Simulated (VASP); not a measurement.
Input:

```
LaC
1.0
    3.28092     0.00000     0.00000
    0.00000     3.28092     0.00000
    0.00000     0.00000     3.28092
La C
1 1
Cartesian
  0.00000   0.00000   0.00000
  1.64046   1.64046   1.64046
```

Computed with PBE GGA, VASP's PBE PAW potentials (set 64) (plane waves; VASP). Numerical set-up: 520 eV cut-off, 12×12×12 Γ-centred mesh, tetrahedra with Blöchl corrections, potentials La C.

**Question.** Estimate the energy per atom (σ→0), band gap (on the k-mesh) with the smallest direct gap where there is one.

**Answer.** 
| Item | Result |
|---|---|
| band gap (on the k-mesh) | none (metal, semimetal or under 0.01 eV) |
| energy per atom (σ→0) | -6.365 eV/atom |

The structure was generated: LaC was put into the CsCl type type (Pm-3m), which need not be its known phase. It was relaxed first, which changed the volume by -29 %. The electron count is odd and the run is not spin-polarised, which forces a metal.
